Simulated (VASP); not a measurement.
The system is Ta.

```xyz
1
Lattice="0.0000 2.0507 2.0507 2.0507 0.0000 2.0507 2.0507 2.0507 0.0000" Properties=species:S:1:pos:R:3 pbc="T T T"
Ta    0.0000    0.0000    0.0000
```

This isn't the form of Ta at room conditions, which is bcc.

```yaml
Program: VASP 6.6.1
Task: relaxation of cell and atoms
Functional: LDA
Potentials_or_basis: VASP PAW LDA potentials, release 64 (Ta_pv)
Cutoff: 600 eV
k_mesh: 17 × 17 × 17
Occupations: fermi-dirac, width 0.05 eV
Spin: no spin polarisation
```

At the start: pressure 7.4 GPa; volume 17.25 Å³/atom.

Problem. Where does the relaxation end?

Solution. Over 4 steps the energy falls by 12.8 meV/atom and the volume is 17.82 Å³/atom (+3.3 %); space group Fm-3m (No. 225, to 0.05 Å).

Step by step:
```tsv
step	energy change (eV)	largest force (eV/Å)	pressure (GPa)	volume (Å³)
1	0.0000	0.0000	7.39	17.25
2	0.0603	0.0000	-14.71	19.31
3	-0.0128	0.0000	-0.19	17.84
4	-0.0128	0.0000	-0.04	17.82
```

Final structure:
```
Ta
1.0
     0.00000    2.07321    2.07321
     2.07321    0.00000    2.07321
     2.07321    2.07321    0.00000
Ta
1
Cartesian
  0.0000 0.0000 0.0000
```
